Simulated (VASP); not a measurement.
Runs of VASP 6.6.1 on Ta. It takes space group Im-3m (No. 229, cubic). Conventional cell: a = 3.310 Å, b = 3.310 Å, c = 3.310 Å, α = 90.00°, β = 90.00°, γ = 90.00°. Around Ta (site symmetry m-3m) lie 8 Ta at 2.87 Å. 

```tsv
level	cutoff (eV)	gap on the mesh (eV)	pressure (GPa)	relaxed volume (Å³/atom)
PBEsol	300	none	0.0	(a)
PBE+D3(BJ)	600	none	0.0	17.74
PBE	600	none	0.0	18.29
PBEsol	600	none	0.0	(b)
RPBE	600	none	0.0	18.61
```

Alike in all rows: task relaxation of cell and atoms; potentials or basis VASP PAW PBE potentials, release 64 (Ta_pv); no spin polarisation; cell relaxed; k mesh 18 × 18 × 18; smearing gaussian 0.1 eV.

Q: Fill in the values left out.

A: (a) 17.62; (b) 17.67.

Caveats: the PAW data sets were made with another functional, which shifts forces and pressure a little (some runs); pairwise dispersion overbinds metals, which lowers pressure and volume (some runs).

A k mesh can miss the band edges, and the runs leave out spin-orbit coupling on Ta.

A gap of «none» marks a metal or a gap under the smearing width.
